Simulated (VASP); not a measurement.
Input for VASP

INCAR:
```
AGGAC  =  0.0
ALGO  =  Normal
EDIFF  =  1E-6
EDIFFG  =  -0.01
ENCUT  =  520
GGA  =  MK
IBRION  =  2
ISIF  =  3
ISMEAR  =  1
ISPIN  =  2
LASPH  =  .True.
LCHARG  =  .False.
LMAXMIX  =  6
LORBIT  =  10
LREAL  =  .False.
LUSE_VDW  =  .True.
LWAVE  =  .False.
MAGMOM  =  3.0 0.0
NELM  =  100
NSW  =  60
PARAM1  =  0.1234
PARAM2  =  1.0
PREC  =  Accurate
SIGMA  =  0.1
SYSTEM  =  FePt
```

**POSCAR**
```
FePt
1
    2.7200000000     0.0000000000     0.0000000000
    0.0000000000     2.7200000000     0.0000000000
    0.0000000000     0.0000000000     3.7100000000
Fe Pt
1 1
Direct
  0.0000000000   0.0000000000   0.0000000000
  0.5000000000   0.5000000000   0.5000000000
```

**KPOINTS**
```
Automatic mesh
0
gamma
 12 12 9
0 0 0
```

POTCAR, in this order: Fe Pt (PBE.64 set). Program: vasp_std.

Translate this optB86b-vdW calculation to Quantum ESPRESSO's pw.x.

One equivalent input (not run):
```
&CONTROL
  calculation = 'vc-relax'
  pseudo_dir = './pseudo'
  outdir = './out'
  tprnfor = .true.
  tstress = .true.
  nstep = 60
  forc_conv_thr = 0.00039
/
&SYSTEM
  ibrav = 0
  nat = 2
  ntyp = 2
  ecutwfc = 90
  occupations = 'smearing'
  smearing = 'methfessel-paxton'
  degauss = 0.00735
  input_dft = 'vdw-df-ob86'
  nspin = 2
  starting_magnetization(1) = 0.3
/
&ELECTRONS
  conv_thr = 7.3e-08
  electron_maxstep = 100
/
&IONS
/
&CELL
/
ATOMIC_SPECIES
  Fe 55.845 Fe.upf
  Pt 195.084 Pt.upf
CELL_PARAMETERS angstrom
     2.7200000    0.0000000    0.0000000
     0.0000000    2.7200000    0.0000000
     0.0000000    0.0000000    3.7100000
ATOMIC_POSITIONS crystal
  Fe   0.0000000  0.0000000  0.0000000
  Pt   0.5000000  0.5000000  0.5000000
K_POINTS automatic
  12 12 9 0 0 0
```
Limits of the translation: the potentials are each code's own (VASP's PAW set, PseudoDojo norm-conserving files in pw.x), so ENCUT and ecutwfc are chosen apart and not converted; conv_thr bounds pw.x's estimated SCF error, while EDIFF bounds the energy change between steps; starting_magnetization is a fraction of the valence charge and MAGMOM a moment in μB, so they match only roughly; forc_conv_thr acts on force components and is met together with etot_conv_thr.

The compound is FePt in the L1_0 structure. This run relaxes it. Symmetry was kept, so distortions that lower it aren't found.
